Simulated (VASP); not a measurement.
All values below come from PBE GGA, VASP's PBE PAW potentials (set 64) (plane waves; VASP).

A VASP calculation is set up with these files.

### INCAR
```
! general
SYSTEM = BN
PREC   = Accurate
ENCUT  = 520   ! plane-wave cut-off (eV)
LREAL  = .FALSE.   ! projection in real space or not
LASPH  = .TRUE.   ! aspherical one-centre terms

! electronic loop
EDIFF  = 1E-7   ! SCF stop (eV)
NELM   = 100   ! most electronic steps
ALGO   = Normal   ! blocked Davidson

! smearing
ISMEAR = -5

! functional
GGA    = PE   ! PBE

! ions
ISIF   = 2   ! forces and stress, cell fixed

! output
LWAVE  = .FALSE.
LCHARG = .TRUE.
LORBIT = 11
NEDOS  = 601   ! DOS grid
```

### KPOINTS
```
Automatic mesh
0
Gamma
11 11 4
0 0 0
```

File POSCAR:
```
BN
1
    1.2564379812    -2.1762148128     0.0000000000
    1.2564379812     2.1762148128     0.0000000000
    0.0000000000     0.0000000000     7.6483295389
B N
2 2
Direct
  0.3333330000   0.6666670000   0.2500000000
  0.6666670000   0.3333330000   0.7500000000
  0.6666670000   0.3333330000   0.2500000000
  0.3333330000   0.6666670000   0.7500000000
```

POTCAR, in this order: B N (PBE.64 set). Program: vasp_std.

What VASP printed:

File OSZICAR:
```
       N       E                     dE             d eps       ncg     rms          rms(c)
DAV:   1     0.747699762084E+02    0.74770E+02   -0.81955E+03  1152   0.121E+03
DAV:   2    -0.336445264802E+02   -0.10841E+03   -0.98303E+02  1744   0.266E+02
DAV:   3    -0.387873313561E+02   -0.51428E+01   -0.51072E+01  1484   0.628E+01
DAV:   4    -0.388498946483E+02   -0.62563E-01   -0.62519E-01  1428   0.751E+00
DAV:   5    -0.388510026784E+02   -0.11080E-02   -0.11079E-02  1460   0.995E-01    0.112E+01
DAV:   6    -0.356003609557E+02    0.32506E+01   -0.82243E+00  1356   0.234E+01    0.505E+00
DAV:   7    -0.352971753205E+02    0.30319E+00   -0.50028E-01  1472   0.609E+00    0.313E+00
DAV:   8    -0.352036208700E+02    0.93554E-01   -0.34562E-01  1420   0.441E+00    0.445E-01
DAV:   9    -0.352007170243E+02    0.29038E-02   -0.14502E-02  1380   0.107E+00    0.188E-01
DAV:  10    -0.352022484671E+02   -0.15314E-02   -0.16354E-03  1376   0.358E-01    0.431E-02
DAV:  11    -0.352024345069E+02   -0.18604E-03   -0.22910E-04  1440   0.140E-01    0.281E-02
DAV:  12    -0.352024358014E+02   -0.12945E-05   -0.54262E-05  1340   0.636E-02    0.489E-03
DAV:  13    -0.352024361697E+02   -0.36833E-06   -0.25521E-06  1488   0.143E-02    0.128E-03
DAV:  14    -0.352024363402E+02   -0.17048E-06   -0.22226E-07  1320   0.426E-03    0.528E-04
DAV:  15    -0.352024363391E+02    0.10587E-08   -0.70324E-09  1044   0.802E-04
   1 F= -.35202436E+02 E0= -.35202436E+02  d E =0.000000E+00
```

### OUTCAR
```
------------------------ aborting loop because EDIFF is reached ----------------------------------------
  FORCE on cell =-STRESS in cart. coord.  units (eV):
  Direction    XX          YY          ZZ          XY          YZ          ZX
  --------------------------------------------------------------------------------------
  Total       -0.0292970     -0.0292970      0.0755262     -0.0000000      0.0000000     -0.0000000
  in kB       -1.1222615     -1.1222619      2.8931348     -0.0000000      0.0000000     -0.0000000
  external PRESSURE =       0.2162038 kB  Pullay stress =       0.0000000 kB
  volume of cell :       41.83
      direct lattice vectors                 reciprocal lattice vectors
     1.256437981 -2.176214813  0.000000000     0.397950402 -0.229756730  0.000000000
     1.256437981  2.176214813  0.000000000     0.397950402  0.229756730  0.000000000
     0.000000000  0.000000000  7.648329539     0.000000000  0.000000000  0.130747504
  FREE ENERGIE OF THE ION-ELECTRON SYSTEM (eV)
  ---------------------------------------------------
  free  energy   TOTEN  =       -35.2024363391 eV

  energy  without entropy=      -35.2024363391  energy(sigma->0) =      -35.20243634

 total charge

# of ion       s       p       d       tot
------------------------------------------
    1        0.740   1.412   0.000   2.152
    2        0.740   1.412   0.000   2.152
    3        1.224   2.787   0.000   4.011
    4        1.224   2.787   0.000   4.011
--------------------------------------------------
tot          3.927   8.399   0.000  12.326
```
(Selected blocks of OUTCAR.)

Without a dispersion term in the relaxation, distances and binding between the weakly bound layers, chains or molecules are unreliable, and so is what depends on them.

The compound is BN in the hex structure. It was relaxed first, which changed the volume by +16 %.
